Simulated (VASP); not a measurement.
Computed with PBE GGA, VASP's PBE PAW potentials (set 64) (plane waves; VASP).

VASP ran on this input.

### INCAR
```
! general
SYSTEM = Si
PREC   = Accurate
ENCUT  = 200
LREAL  = .False.
LASPH  = .True.

! electronic loop
EDIFF  = 1E-6
NELM   = 100
ALGO   = Normal

! smearing
ISMEAR = 0
SIGMA  = 0.05

! functional
GGA    = PE

! ions
ISIF   = 2

! output
LWAVE  = .False.
LCHARG = .False.
```

**KPOINTS**
```
kpoints
0
G
  8 8 8
```

File POSCAR:
```
Si
3.8402970
  0.0000000000   0.7071067680   0.7071067680
  0.7071067680   0.0000000000   0.7071067680
  0.7071067680   0.7071067680   0.0000000000
Si
2
Cartesian
  0.0000000000   0.0000000000   0.0000000000
  0.3535533840   0.3535533840   0.3535533840
```

POTCAR, in this order: Si (PBE.64 set). Program: vasp_std.

The run wrote:

OUTCAR:
```
 ion  position               nearest neighbor table
   1  0.000  0.000  0.000-   2 2.35   2 2.35   2 2.35   2 2.35
   2  0.250  0.250  0.250-   1 2.35   1 2.35   1 2.35   1 2.35
  LATTYP: Found a face centered cubic cell.
 ALAT       =     5.4310000000
 Subroutine PRICEL returns:
 Original cell was already a primitive cell.
 Subroutine GETGRP returns: Found 48 space group operations
The static configuration has the point symmetry T_d .
 The point group associated with its full space group is O_h .
The dynamic configuration has the point symmetry T_d .
 Subroutine INISYM returns: Found 48 space group operations
 Subroutine IBZKPT returns following result:
 Found     29 irreducible k-points:

 Following reciprocal coordinates:
            Coordinates               Weight
  0.000000  0.000000  0.000000      1.000000
  0.125000  0.000000  0.000000      8.000000
  0.250000  0.000000  0.000000      8.000000
  0.375000  0.000000  0.000000      8.000000
  0.500000  0.000000  0.000000      4.000000
  0.125000  0.125000  0.000000      6.000000
  0.250000  0.125000  0.000000     24.000000
  0.375000  0.125000  0.000000     24.000000
  0.500000  0.125000  0.000000     24.000000
 -0.375000  0.125000  0.000000     24.000000
 -0.250000  0.125000  0.000000     24.000000
 -0.125000  0.125000  0.000000     12.000000
  0.250000  0.250000  0.000000      6.000000
  0.375000  0.250000  0.000000     24.000000
  0.500000  0.250000  0.000000     24.000000
 -0.375000  0.250000  0.000000     24.000000
 -0.250000  0.250000  0.000000     12.000000
  0.375000  0.375000  0.000000      6.000000
  0.500000  0.375000  0.000000     24.000000
 -0.375000  0.375000  0.000000     12.000000
  0.500000  0.500000  0.000000      3.000000
  0.375000  0.250000  0.125000     24.000000
  0.500000  0.250000  0.125000     48.000000
...
```

OSZICAR:
```
       N       E                     dE             d eps       ncg     rms          rms(c)
DAV:   1    -0.138726874912E+01   -0.13873E+01   -0.20481E+03   464   0.375E+02
DAV:   2    -0.108864144681E+02   -0.94991E+01   -0.94284E+01   760   0.547E+01
DAV:   3    -0.109740547055E+02   -0.87640E-01   -0.87640E-01   568   0.672E+00
DAV:   4    -0.109742792102E+02   -0.22450E-03   -0.22450E-03   728   0.346E-01
DAV:   5    -0.109742793518E+02   -0.14164E-06   -0.14164E-06   560   0.616E-03    0.611E+00
DAV:   6    -0.108499582015E+02    0.12432E+00   -0.80460E-02   544   0.147E+00    0.375E+00
DAV:   7    -0.107934436607E+02    0.56515E-01   -0.15501E-01   576   0.217E+00    0.193E-01
DAV:   8    -0.107943480020E+02   -0.90434E-03   -0.35126E-03   496   0.425E-01    0.704E-02
DAV:   9    -0.107945674505E+02   -0.21945E-03   -0.21248E-04   640   0.111E-01    0.616E-02
DAV:  10    -0.107945935383E+02   -0.26088E-04   -0.29957E-05   520   0.407E-02    0.106E-02
DAV:  11    -0.107945930331E+02    0.50519E-06   -0.59659E-07   656   0.499E-03
   1 F= -.10794593E+02 E0= -.10794593E+02  d E =-.135510E-11
```

File OUTCAR:
```
------------------------ aborting loop because EDIFF is reached ----------------------------------------
  FORCE on cell =-STRESS in cart. coord.  units (eV):
  Direction    XX          YY          ZZ          XY          YZ          ZX
  --------------------------------------------------------------------------------------
  Total        0.4500786      0.4500786      0.4500786      0.0000000      0.0000000      0.0000000
  in kB       18.0060933     18.0060933     18.0060933      0.0000000      0.0000000      0.0000000
  external PRESSURE =      18.0060933 kB  Pullay stress =       0.0000000 kB
  volume of cell :       40.05
      direct lattice vectors                 reciprocal lattice vectors
     0.000000000  2.715500000  2.715500000    -0.184128153  0.184128153  0.184128153
     2.715500000  0.000000000  2.715500000     0.184128153 -0.184128153  0.184128153
     2.715500000  2.715500000  0.000000000     0.184128153  0.184128153 -0.184128153
 POSITION                                       TOTAL-FORCE (eV/Angst)
 -----------------------------------------------------------------------------------
      0.00000      0.00000      0.00000         0.000000      0.000000     -0.000000
      1.35775      1.35775      1.35775        -0.000000     -0.000000      0.000000
 -----------------------------------------------------------------------------------
    total drift:                               -0.000000     -0.000000     -0.000000
  FREE ENERGIE OF THE ION-ELECTRON SYSTEM (eV)
  ---------------------------------------------------
  free  energy   TOTEN  =       -10.7945930331 eV

  energy  without entropy=      -10.7945930331  energy(sigma->0) =      -10.79459303
```
(Selected blocks of OUTCAR.)

At this cut-off the stress carries a Pulay error, which pulls relaxed volumes low.

The compound is Si in the diamond structure. The cell was not relaxed at this level. The run is one of a series of settings (ENCUT = 200 against the base run), some of them coarse on purpose.
